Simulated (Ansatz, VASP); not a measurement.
## Pt4F (F/Pt(100)): VASP beside Ansatz

One calculation is typed for both programs; each brings its own data sets. How far apart do they land? Of the first pair: The structure shown is the start of the Ansatz relaxation below; VASP solves that cell, so the two are compared at the walk's first step.

Program: Ansatz 0.2.0. Level of theory: plane waves, with VASP 6.6.1 beside it; single point at PBE. Results are calculated unless marked as measured.

## Step 1: Starting point

The cell holds 5 atoms: 4 Pt and 1 F. Cell: a = 2.772 Å, b = 2.772 Å, c = 24.538 Å, α = 90.0°, β = 90.0°, γ = 90.0°. Vacuum lies along c.

## Step 2: Ansatz: relaxation, PBE

Ansatz runs on its default PAW (the set named soft_2) files.

The two programs are compared at the cell with which this relaxation starts, whose forces are those of its first step.

input.yaml

```yaml
crystal:
  lattice:
    - [2.7718585823, 0.0, 0.0]
    - [0.0, 2.7718585823, 0.0]
    - [0.0, 0.0, 24.5384938827]
  atoms:
    - { symbol: Pt, position: [0.5, 0.5, 0.3667706764] }
    - { symbol: Pt, position: [0.0, 0.0, 0.4466451793] }
    - { symbol: Pt, position: [0.5, 0.5, 0.5283559097] }
    - { symbol: Pt, position: [0.0, 0.0, 0.6087779451] }
    - { symbol: F, position: [0.5, 0.5, 0.6332293236] }
kpoints:
  mp_grid: { grid: [12, 12, 1] }
hamiltonian:
  xc: pbe
scf:
  occupations: { method: fermi_dirac, width: 0.1 }
  convergence: { dr2_threshold: 1.0e-08 }
efield:
  axis: 3
  dipole_correction: true
  ramp_position: 0.97
  ramp_width: 0.06
relax:
  f_tol: 0.02
  max_steps: 60
  constraints: [{ sites: [0, 1] }]
output:
  write_potential: true
  write_density: true
  volumetric_format: npy
```

On the command line:

```sh
$ ansatz run input.yaml --threads 4 --pin off --max-ram 16384MiB --backend cpu --events-out ev --progress --plain --runs-dir out
```

Numbers of over 12 decimals in the logs are rounded to 6 here.

Output:

```text
Engine: ansatz 0.2.0, aarch64-unknown-linux-gnu
Pseudopotentials: kind: paw
Pseudopotential: Pt, paw, valence charge 18, recommended cutoff 420 eV (normal), Pt.paw.azcp
Pseudopotential: F, paw, valence charge 7, recommended cutoff 420 eV (normal), F.paw.azcp
Functional definition: PBE
  parameter kappa = 0.804
  parameter beta = 0.066725
  exchange = pbe_x(kappa = kappa, mu = beta*pi^2/3)
  correlation = pbe_c(beta = beta)
Crystal: 5 atoms, lattice volume = 188.534 Å³
Basis set: ecut = 420 eV, 3735 PW (Γ), exchange–correlation on 40×40×360 points (8 copies of the dense FFT grid, shifted against one another)
Bands: 48, of which v1, the nominal top of the filled ones, is band 40 counted from 1 (39 counted from 0)
Symmetry: 8 space group operations
Space group: P4mm (ITA 99), of the structure as read, at distance tolerance 5.7e-5 Å
k-points: 28 of 144
Non-local potential: Pt, projectors of the file, l = 0: 3, l = 1: 2, l = 2: 2, l = 3: 1
Non-local potential: F, projectors of the file, l = 0: 2, l = 1: 2, l = 2: 1
PAW form: soft (Blöchl's): semilocal exchange-correlation on the pseudo side does not see the compensation charge
PAW one-centre angular grid: Pt, 590 points (default); XC on 64 Gauss nodes
PAW one-centre angular grid: F, 110 points (default); XC on 64 Gauss nodes
Initial density: superposition of atomic densities (neutral atoms: chi_scale 0, normalization atom), corrected by the library's trained network
Initial wavefunctions: pseudopotential atomic-orbital guess
Functional: x = pbe(κ = 0.804, μ = 0.219515), c = pbe(β = 0.066725)
SCF iter   1: F=—  HF=-50894.737506 eV  |F-HF|=—  |Δ(HF+E_count)|=         —  Δρ=3.31e-2  dr2=3.41e1  ethr=1.77e-3  p=0.026 e·Å  D=2.48e-2 V/Å  ΔV_dip=-0.61 eV  dr2_dipole=1.20e1  V_vac-E_F(+/−)=4.22/4.82 eV  ⟨swp⟩=8.2  Hψ=6073  notcnv=0  defer=12
efield: sawtooth ramp at fractional position 0.9700 (set: `efield.ramp_position`, or a place that a band, a saddle search or an elastic batch's reference lends), width 0.0600; the density the first Hamiltonian is built on has a dipole p = 0.026 e·Å; the dipole correction subtracts the counter field D = 2.48e-2 V/Å, which shifts the + side's vacuum level by -0.61 eV against the − side's; the planar-averaged density in the ramp window peaks in size at 1.4e-5 e/Å³
preconditioner: auto → LDOS  [metal: Δε(μ)=0.031 eV  Ē_g=9.148 eV  σ=0.100 eV  W_gap=0.08  n_scr=38 (ndim 8)  ℏωp=18.5 eV  f_vac=0.611  D(μ)=5.31/eV (n_scr^D=16)  β→1.0]
SCF iter   2: F=—  HF=-50894.311900 eV  |F-HF|=—  |Δ(HF+E_count)|=   4.26e-1  Δρ=1.09e-2  dr2=2.06e0  ethr=1.77e-3  p=0.058 e·Å  D=5.54e-2 V/Å  ΔV_dip=-1.36 eV  dr2_dipole=7.21e-1  V_vac-E_F(+/−)=4.31/5.67 eV  ⟨swp⟩=2.8  Hψ=1774  notcnv=0  defer=31
SCF iter   3: F=—  HF=-50894.296032 eV  |F-HF|=—  |Δ(HF+E_count)|=   1.59e-2  Δρ=2.76e-3  dr2=8.13e-2  ethr=1.77e-3  p=0.056 e·Å  D=5.38e-2 V/Å  ΔV_dip=-1.32 eV  dr2_dipole=1.37e-2  V_vac-E_F(+/−)=4.27/5.59 eV  ⟨swp⟩=2.1  Hψ=1640  notcnv=0  defer=32
SCF iter   4: F=—  HF=-50894.291952 eV  |F-HF|=—  |Δ(HF+E_count)|=   4.08e-3  Δρ=1.27e-3  dr2=9.32e-3  ethr=1.03e-4  p=0.054 e·Å  D=5.14e-2 V/Å  ΔV_dip=-1.26 eV  dr2_dipole=1.09e-3  V_vac-E_F(+/−)=4.38/5.64 eV  ⟨swp⟩=2.0  Hψ=1739  notcnv=0  defer=33
SCF iter   5: F=—  HF=-50894.291757 eV  |F-HF|=—  |Δ(HF+E_count)|=   1.95e-4  Δρ=5.80e-4  dr2=1.90e-3  ethr=1.18e-5  p=0.055 e·Å  D=5.28e-2 V/Å  ΔV_dip=-1.30 eV  dr2_dipole=3.82e-4  V_vac-E_F(+/−)=4.36/5.66 eV  ⟨swp⟩=2.0  Hψ=1560  notcnv=0  defer=33
SCF iter   6: F=—  HF=-50894.291709 eV  |F-HF|=—  |Δ(HF+E_count)|=   4.79e-5  Δρ=2.14e-4  dr2=3.79e-4  ethr=2.41e-6  p=0.055 e·Å  D=5.27e-2 V/Å  ΔV_dip=-1.29 eV  dr2_dipole=9.72e-5  V_vac-E_F(+/−)=4.37/5.66 eV  ⟨swp⟩=1.5  Hψ=1531  notcnv=0  defer=33
SCF iter   7: F=—  HF=-50894.291723 eV  |F-HF|=—  |Δ(HF+E_count)|=   1.38e-5  Δρ=3.65e-5  dr2=8.21e-6  ethr=4.79e-7  p=0.055 e·Å  D=5.26e-2 V/Å  ΔV_dip=-1.29 eV  dr2_dipole=4.35e-7  V_vac-E_F(+/−)=4.37/5.66 eV  ⟨swp⟩=1.8  Hψ=1548  notcnv=0  defer=33
SCF iter   8: F=—  HF=-50894.291442 eV  |F-HF|=—  |Δ(HF+E_count)|=   2.81e-4  Δρ=1.17e-5  dr2=7.03e-7  ethr=1.04e-8  p=0.055 e·Å  D=5.25e-2 V/Å  ΔV_dip=-1.29 eV  dr2_dipole=1.97e-8  V_vac-E_F(+/−)=4.37/5.66 eV  ⟨swp⟩=2.3  Hψ=2020  notcnv=0  defer=33
SCF iter   9: F=—  HF=-50894.291442 eV  |F-HF|=—  |Δ(HF+E_count)|=   2.26e-9  Δρ=5.78e-6  dr2=1.23e-7  ethr=8.90e-10  p=0.055 e·Å  D=5.25e-2 V/Å  ΔV_dip=-1.29 eV  dr2_dipole=9.49e-9  V_vac-E_F(+/−)=4.37/5.66 eV  ⟨swp⟩=2.4  Hψ=2168  notcnv=0  defer=33
SCF iter  10: F=—  HF=-50894.291442 eV  |F-HF|=—  |Δ(HF+E_count)|=   3.70e-8  Δρ=2.13e-6  dr2=2.61e-8  ethr=1.56e-10  p=0.055 e·Å  D=5.25e-2 V/Å  ΔV_dip=-1.29 eV  dr2_dipole=1.51e-9  V_vac-E_F(+/−)=4.37/5.66 eV  ⟨swp⟩=2.2  Hψ=1935  notcnv=0  defer=33
[...]
efield: sawtooth ramp at fractional position 0.9700 (set: `efield.ramp_position`, or a place that a band, a saddle search or an elastic batch's reference lends), width 0.0600; the density the first Hamiltonian is built on has a dipole p = -0.112 e·Å; the dipole correction subtracts the counter field D = -1.08e-1 V/Å, which shifts the + side's vacuum level by +2.64 eV against the − side's; the planar-averaged density in the ramp window peaks in size at 1.1e-6 e/Å³
preconditioner: auto → LDOS  [metal: Δε(μ)=0.006 eV  Ē_g=8.739 eV  σ=0.100 eV  W_gap=0.02  n_scr=38 (ndim 8)  ℏωp=18.5 eV  f_vac=0.591  D(μ)=8.49/eV (n_scr^D=74)  β→1.0]
SCF iter   2: F=—  HF=-50897.254302 eV  |F-HF|=—  |Δ(HF+E_count)|=   4.52e-4  Δρ=2.91e-4  dr2=9.94e-4  ethr=2.43e-5  p=-0.115 e·Å  D=-1.10e-1 V/Å  ΔV_dip=2.70 eV  dr2_dipole=2.06e-4  V_vac-E_F(+/−)=8.36/5.66 eV  ⟨swp⟩=1.6  Hψ=1676  notcnv=0  defer=39
SCF iter   3: F=—  HF=-50897.254222 eV  |F-HF|=—  |Δ(HF+E_count)|=   8.01e-5  Δρ=1.67e-4  dr2=6.82e-5  ethr=1.26e-6  p=-0.114 e·Å  D=-1.10e-1 V/Å  ΔV_dip=2.69 eV  dr2_dipole=6.07e-7  V_vac-E_F(+/−)=8.35/5.66 eV  ⟨swp⟩=2.0  Hψ=2019  notcnv=0  defer=39
SCF iter   4: F=—  HF=-50897.254144 eV  |F-HF|=—  |Δ(HF+E_count)|=   7.81e-5  Δρ=8.24e-5  dr2=3.30e-5  ethr=8.63e-8  p=-0.114 e·Å  D=-1.10e-1 V/Å  ΔV_dip=2.69 eV  dr2_dipole=3.29e-8  V_vac-E_F(+/−)=8.35/5.66 eV  ⟨swp⟩=2.1  Hψ=1861  notcnv=0  defer=39
SCF iter   5: F=—  HF=-50897.254154 eV  |F-HF|=—  |Δ(HF+E_count)|=   9.97e-6  Δρ=5.47e-5  dr2=1.01e-5  ethr=4.17e-8  p=-0.114 e·Å  D=-1.10e-1 V/Å  ΔV_dip=2.69 eV  dr2_dipole=3.41e-9  V_vac-E_F(+/−)=8.35/5.66 eV  ⟨swp⟩=2.0  Hψ=1654  notcnv=0  defer=39
SCF iter   6: F=—  HF=-50897.254149 eV  |F-HF|=—  |Δ(HF+E_count)|=   5.21e-6  Δρ=1.94e-5  dr2=1.71e-6  ethr=1.28e-8  p=-0.114 e·Å  D=-1.10e-1 V/Å  ΔV_dip=2.69 eV  dr2_dipole=1.69e-8  V_vac-E_F(+/−)=8.35/5.66 eV  ⟨swp⟩=2.1  Hψ=1772  notcnv=0  defer=39
SCF iter   7: F=—  HF=-50897.253920 eV  |F-HF|=—  |Δ(HF+E_count)|=   2.29e-4  Δρ=7.02e-6  dr2=1.73e-7  ethr=2.16e-9  p=-0.114 e·Å  D=-1.10e-1 V/Å  ΔV_dip=2.69 eV  dr2_dipole=1.63e-10  V_vac-E_F(+/−)=8.35/5.66 eV  ⟨swp⟩=2.0  Hψ=1872  notcnv=0  defer=39
SCF iter   8: F=—  HF=-50897.253920 eV  |F-HF|=—  |Δ(HF+E_count)|=   9.23e-8  Δρ=2.40e-6  dr2=4.84e-8  ethr=2.18e-10  p=-0.114 e·Å  D=-1.10e-1 V/Å  ΔV_dip=2.69 eV  dr2_dipole=1.33e-11  V_vac-E_F(+/−)=8.35/5.66 eV  ⟨swp⟩=2.2  Hψ=2079  notcnv=0  defer=39
SCF iter   9: F=-50897.253920 eV  HF=-50897.253920 eV  |F-HF|=4.26e-9  |Δ(HF+E_count)|=   1.18e-8  Δρ=1.40e-6  dr2=9.02e-9  ethr=1.27e-11  p=-0.114 e·Å  D=-1.10e-1 V/Å  ΔV_dip=2.69 eV  dr2_dipole=2.98e-12  V_vac-E_F(+/−)=8.35/5.66 eV  ⟨swp⟩=8.9  Hψ=10157  notcnv=0
SCF 6 converged in 9 iterations: F = -50897.253920 eV  dr2 = 9.02e-9
relax step   6: F+E_penalty+E_count = -50897.25392014 eV  Δ(F+E_penalty+E_count) = -1.251e-3 eV  max|allowed force component| = 8.055e-3 eV/Å  Δτ_max = 0.0241 Å  (9 SCF iters, accepted)
NSCF: frozen V_eff on 28 k-points
the band table was solved once a step of the walk had ended and its energy, with any forces and stress, was formed, with the checks that follow a solve (7259 applications of the Hamiltonian). They found nothing against the state; the energy, forces and stress were not computed again (output.eigenvalues in the input reference)
WARN: The output density's exchange-correlation potential varies sharply where the density is thin. Do not read a vacuum level from v_tot or v_xc, or from such a field of the output density. On a cell that repeats whose density bears no net charge and no dipole along the vacuum's axis use v_es (v_loc + v_h of the components); under efield.dipole_correction with no amplitude use v_es + v_field, which holds any externa [...]
SCF converged after 9 iterations
Free energy (F): -50897.253920 eV
Harris-Foulkes:  -50897.253920 eV  (|F-HF|=4.26e-9)
Internal energy: -50896.981792 eV  (E = F + TS)
E sigma→0 (E₀):  -50897.117856 eV
Entropy (-TS):   -0.272128 eV (-54.426 meV/atom)
Fermi energy:    3.167063 eV
Dipole field:    D = -0.109670 V/Å  (p = -0.114266 e·Å, saw-weighted, corrected)
Work function:   Φ+ = 8.3529 eV   Φ− = 5.6617 eV
Levels:          The Fermi level and band energies are counted from a zero that moves with the ramp; work functions are not
--- Per-component energies (eV) ---
  E_band       = -1985.841237
  E_kinetic    = 2751.728088
  E_local      = -134008.477714  (includes V_loc(G=0)·N_el)
  E_nonlocal   = 875.182483
  E_hartree    = 65461.482352
  E_xc         = -1123.312474
  E_vxc        = -1308.698586  (∫ρ·V_xc dr)
  E_paw        = -38016.034932  (= ΣΔE_a)
  E_vpaw       = -1219.139575  (= ΣTr[D̂ρ^β])
  E_aug_tail   = 0.002749  (compensation charges beyond the density's cutoff)
  E_efield     = 0.006266  (sawtooth field / dipole correction)
  E_vefield    = 0.616061  (∫n·V_field dr)
  E_ewald      = 53162.441391
  E_smearing   = -0.272128  (= −TS)
  E_closure    = -0.000000  (closes the sum)
  Σ components = -50897.253920   (vs F -50897.253920, Δ=0.00e0)
--- Forces (eV/Å), atoms counted from 1 ---
  atom   1  Pt    -0.00000000     0.00000000    -0.12970652
  atom   2  Pt     0.00000000     0.00000000     0.12996921
  atom   3  Pt     0.00000000     0.00000000    -0.00805455
  atom   4  Pt     0.00000000     0.00000000     0.00760004
  atom   5  F      0.00000000     0.00000000     0.00022823
  max |Σ_I F_I| component: 3.64e-5 eV/Å
--- Band table (eV; the first three rows and the last of 28) ---
  k-point 0: bands = [... 36 lower, 2.3179, 2.6842, 2.6842, 2.9753, 3.2692, 3.5193, 3.5193, 4.2343, ... 4 higher]
  k-point 1: bands = [... 36 lower, 2.1014, 2.3674, 2.6639, 3.0264, 3.1846, 3.2654, 3.5187, 4.9312, ... 4 higher]
  k-point 2: bands = [... 36 lower, 1.7842, 2.1738, 2.6119, 2.8461, 3.2591, 3.4308, 3.5411, 5.9868, ... 4 higher]
  k-point 27: bands = [... 36 lower, 3.5746, 3.6770, 3.9904, 4.2907, 6.8482, 6.8482, 9.7458, 9.7458, ... 4 higher]
--- Relaxed structure (6 steps of the walk, 6 accepted, 0 SCFs on fresh bases) ---
  F+E_penalty+E_count = -50897.25392014 eV   max|allowed force component| = 8.055e-3 eV/Å
  atoms:
    - { symbol: Pt, position: [0.5, 0.5, 0.366771] }
    - { symbol: Pt, position: [0.0, 0.0, 0.4466451793] }
    - { symbol: Pt, position: [0.5, 0.5, 0.527817] }
    - { symbol: Pt, position: [0, 0.0, 0.606635] }
    - { symbol: F, position: [0.5, 0.5, 0.666092] }
```

## Step 3: VASP: single point, PBE, start cell, pair 1

The same cell, functional, mesh and smearing now go to VASP, with its own data sets.

Lines of VASP's logs that name or quote its potential files are left out, and so is its time.

INCAR

```
SYSTEM = Pt4F
PREC = Accurate
ENCUT = 520
EDIFF = 1E-06
NELM = 120
ISMEAR = -1
SIGMA = 0.1
LREAL = .FALSE.
ALGO = Normal
GGA = PE
NBANDS = 29
LASPH = .TRUE.
LORBIT = 11
LWAVE = .FALSE.
LCHARG = .FALSE.
ISIF = 2
LDIPOL = .TRUE.
IDIPOL = 3
DIPOL = 0.5 0.5 0.519
LVHAR = .TRUE.
GGA_COMPAT = .FALSE.
NELMDL = -8
KPAR = 4
```

POSCAR

```
Pt4F
1.0
    2.7718585823      0.0000000000      0.0000000000
    0.0000000000      2.7718585823      0.0000000000
    0.0000000000      0.0000000000     24.5384938827
Pt F
4 1
Direct
    0.4999998950      0.4999998950      0.3667706764
    0.9999998950      0.9999998950      0.4466451793
    0.4999998950      0.4999998950      0.5283558992
    0.9999998950      0.9999998950      0.6087779499
    0.4999998950      0.4999998950      0.6332293283
```

KPOINTS

```
Automatic mesh
0
Gamma
12 12 1
0 0 0
```

The projector-augmented-wave data sets are Pt and F (PBE family, release 64).

On the command line:

```sh
$ mpirun -np 4 vasp_std
```

Output:

```text
[banner, memory and clock lines left out]
running    4 mpi-ranks, on    1 nodes
 distrk:  each k-point on    1 cores,    4 groups
 distr:  one band on    1 cores,    1 groups

 POSCAR found type information on POSCAR PtF
 POSCAR found :  2 types and       5 ions
 LDA part: xc-table for (Slater+PW92), standard interpolation
 POSCAR, INCAR and KPOINTS ok, starting setup
 FFT: planning ... GRIDC
 FFT: planning ... GRID_SOFT
 FFT: planning ... GRID
 WAVECAR not read
 entering main loop
       N       E                     dE             d eps       ncg     rms          rms(c)
DAV:   1     0.362933610623E+03    0.36293E+03   -0.21350E+04  1624   0.137E+03
DAV:   2     0.107817816508E+01   -0.36186E+03   -0.34385E+03  2103   0.298E+02
DAV:   3    -0.239650120852E+02   -0.25043E+02   -0.23323E+02  1995   0.780E+01
DAV:   4    -0.247106397966E+02   -0.74563E+00   -0.71430E+00  1923   0.132E+01
DAV:   5    -0.247340805859E+02   -0.23441E-01   -0.23157E-01  1958   0.208E+00
DAV:   6    -0.247347444774E+02   -0.66389E-03   -0.66379E-03  2097   0.340E-01
DAV:   7    -0.247347610350E+02   -0.16558E-04   -0.16557E-04  2060   0.457E-02
DAV:   8    -0.247347614688E+02   -0.43382E-06   -0.43395E-06  1427   0.702E-03    0.314E+01
DAV:   9    -0.305578642058E+02   -0.58231E+01   -0.33917E+01  1857   0.413E+01    0.369E+01
DAV:  10    -0.230247519463E+02    0.75331E+01   -0.18037E+01  1996   0.269E+01    0.190E+01
DAV:  11    -0.273057858727E+02   -0.42810E+01   -0.15463E+01  2030   0.269E+01    0.203E+01
DAV:  12    -0.229860292915E+02    0.43198E+01   -0.14324E+01  1878   0.208E+01    0.338E+00
DAV:  13    -0.230614424417E+02   -0.75413E-01   -0.18291E+00  1810   0.827E+00    0.492E+00
DAV:  14    -0.228842006655E+02    0.17724E+00   -0.80715E-01  1875   0.616E+00    0.140E+00
[...]
DAV:  21    -0.228698488401E+02    0.16331E-05   -0.54638E-05  1832   0.449E-02    0.120E-02
DAV:  22    -0.228698610562E+02   -0.12216E-04   -0.39195E-06  1336   0.154E-02    0.599E-03
DAV:  23    -0.228698795643E+02   -0.18508E-04   -0.14967E-06  1192   0.767E-03    0.454E-03
DAV:  24    -0.228698978043E+02   -0.18240E-04   -0.29047E-06  1247   0.844E-03    0.106E-02
DAV:  25    -0.228699052834E+02   -0.74791E-05   -0.20683E-06  1137   0.891E-03    0.278E-03
DAV:  26    -0.228699130880E+02   -0.78046E-05   -0.12334E-06  1145   0.603E-03    0.383E-03
DAV:  27    -0.228699157741E+02   -0.26861E-05   -0.24574E-07  1115   0.217E-03    0.261E-03
DAV:  28    -0.228699161705E+02   -0.39638E-06   -0.62343E-08  1057   0.134E-03
   1 F= -.22869916E+02 E0= -.22761831E+02  d E =-.216171E+00
```

Parts of OUTCAR (step 3):

```text
ion  position               nearest neighbor table
   1  0.500  0.500  0.367-   2 2.77   2 2.77   2 2.77   2 2.77
   2  1.000  1.000  0.447-   1 2.77   1 2.77   1 2.77   1 2.77   3 2.80   3 2.80   3 2.80   3 2.80

  LATTYP: Found a simple tetragonal cell.
 ALAT       =     2.7718585823
 C/A-ratio  =     8.8527221552

 Subroutine GETGRP returns: Found  8 space group operations
 (whereof  8 operations were pure point group operations)

The static configuration has the point symmetry C_4v.

 Found     28 irreducible k-points:

   k-points           NKPTS =     28   k-points in BZ     NKDIM =     28   number of bands    NBANDS=     29

   dimension x,y,z NGX =    24 NGY =   24 NGZ =  192
   dimension x,y,z NGXF=    48 NGYF=   48 NGZF=  384

   ENCUT  =  520.0 eV  38.22 Ry    6.18 a.u.   5.15  5.15 45.63*2*pi/ulx,y,z

   NELECT =      47.0000    total number of electrons

 k-points in reciprocal lattice and weights: Automatic mesh
   0.00000000  0.00000000  0.00000000       0.007
   0.08333333  0.00000000  0.00000000       0.028
   0.16666667  0.00000000  0.00000000       0.028
   0.25000000  0.00000000  0.00000000       0.028
   0.33333333  0.00000000  0.00000000       0.028
   0.41666667  0.00000000  0.00000000       0.028
   0.50000000  0.00000000  0.00000000       0.014
   0.08333333  0.08333333  0.00000000       0.028
   0.16666667  0.08333333  0.00000000       0.056
[...]
0.50000000  0.41666667  0.00000000       0.028
   0.50000000  0.50000000  0.00000000       0.007

 dipolmoment           0.000000      0.000000     -0.054303 electrons x Angstroem

 average (electrostatic) potential at core
       1 -72.8778       2 -73.5429       3 -73.5223       4 -73.4327       5 -81.9885

 E-fermi :   0.5970

 k-point     1 :       0.0000    0.0000    0.0000
  band No.  band energies     occupation
    ...
     21      -0.5516      1.99998
     22      -0.0813      1.99774
     23      -0.0813      1.99774
     24       0.0868      1.98791
     25       0.6814      0.60121
     26       0.8851      0.10616
     27       0.8851      0.10616
     28       1.5440      0.00015
     29       3.4031      0.00000

 k-point     2 :       0.0833    0.0000    0.0000
  band No.  band energies     occupation
    ...
     22      -0.3836      1.99989
     23      -0.3381      1.99983
     24       0.3340      1.86546
     25       0.5421      1.26789
     26       0.5668      1.14992
     27       0.8947      0.09697
     28       2.1653      0.00000
     29       3.7739      0.00000

 k-point     3 :       0.1667    0.0000    0.0000
  band No.  band energies     occupation
    ...
     20      -0.8412      2.00000
     21      -0.6386      1.99999
     22      -0.3870      1.99989
     23      -0.2554      1.99960
     24       0.2666      1.92912
     25       0.7338      0.40571
     26       0.7895      0.25466
     27       0.7963      0.23982
     28       3.1136      0.00000
     29       4.5861      0.00000

  Total       15.8566593     15.8566593      7.3982675      0.0000000      0.0000000      0.0000000
  in kB      134.7510741    134.7510741     62.8710292      0.0000000      0.0000000      0.0000000
  external PRESSURE =     110.7910591 kB  Pullay stress =       0.0000000 kB

  energy-cutoff  :      520.00
  volume of cell :      188.53
      direct lattice vectors                 reciprocal lattice vectors
     2.771858582  0.000000000  0.000000000     0.360768766  0.000000000  0.000000000
     0.000000000  2.771858582  0.000000000     0.000000000  0.360768766  0.000000000
     0.000000000  0.000000000 24.538493883     0.000000000  0.000000000  0.040752297

 POSITION                                       TOTAL-FORCE (eV/Angst)
 -----------------------------------------------------------------------------------
      1.38593      1.38593      9.00000         0.000000     -0.000000     -0.074867
      2.77186      2.77186     10.96000         0.000000     -0.000000     -0.042468
      1.38593      1.38593     12.96506         0.000000     -0.000000     -1.600804
      2.77186      2.77186     14.93849         0.000000     -0.000000     -4.500427
      1.38593      1.38593     15.53849         0.000000      0.000000      6.218567
 -----------------------------------------------------------------------------------
    total drift:                                0.000710      0.000710     -0.000183

  FREE ENERGIE OF THE ION-ELECTRON SYSTEM (eV)
  ---------------------------------------------------
  free  energy   TOTEN  =       -22.8699161705 eV

  energy  without entropy=      -22.6537454662  energy(sigma->0) =      -22.76183082

 vacuum level on the upper side and lower side of the slab         4.983         6.261

 total charge
# of ion       s       p       d       tot
------------------------------------------
    1        0.625   0.411   8.039   9.075
    2        0.627   0.588   8.026   9.240
    3        0.636   0.583   8.067   9.286
    4        0.585   0.573   8.296   9.455
    5        1.782   4.348   0.000   6.130
--------------------------------------------------
tot          4.254   6.502  32.428  43.185

[... 3 further parts left out ...]
```

(Continued in part 2 of 2.)

[Lines on the potential files, build, host, timing and source positions are cut from VASP's logs without a mark.]

[Logs are printed without paths, hosts, clocks, repeated set-up lines and the standing remarks that a program may print on its own settings, such as how far it seeks lower states.]

[Hosts, paths, dates, database ids (printed as entryN), source tags and the programs' standing remarks are cut or masked in the printed files.]
